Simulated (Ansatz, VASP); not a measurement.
## As2Se in VASP and in Ansatz

```
As Se
1.0
     0.00000    3.17237    3.17237
     3.17237    0.00000    3.17237
     3.17237    3.17237    0.00000
As Se
2 1
Direct
  0.25000 0.25000 0.25000
  0.75000 0.75000 0.75000
  0.00000 0.00000 0.00000
```

Change from the starting cell: species swapped into the ErH2 type (Fm-3m, No. 225).

Alike in both runs: task relaxation of cell and atoms; functional PBE; k mesh 6 × 6 × 6; occupations gaussian, width 0.1 eV; no spin polarisation.

|  | VASP | Ansatz |
| --- | --- | --- |
| version | VASP 6.6.1 | Ansatz 0.2.0 |
| potentials or method | VASP PAW PBE potentials, release 64 (As, Se) | scalar-relativistic, plane waves, PAW |
| plane-wave cutoff (eV) | 600 | 420 |
| valence electrons in the cell | 16 | 46 |

```tsv
	VASP	Ansatz	Ansatz less VASP
gap on the k mesh at the Fermi level, each at its own relaxed structure (eV)	none	none	-
relaxed volume (Å³/atom)	23.33	23.31	-0.021
relaxed cell length with the largest relative difference (Å)	4.626	4.624	-0.0014
energy change over the relaxation (meV/atom)	-41	-40	+0.7
```

A gap of «none» marks a metal or a gap that the smearing closes. The two sets of potentials don't hold the same shells in valence.
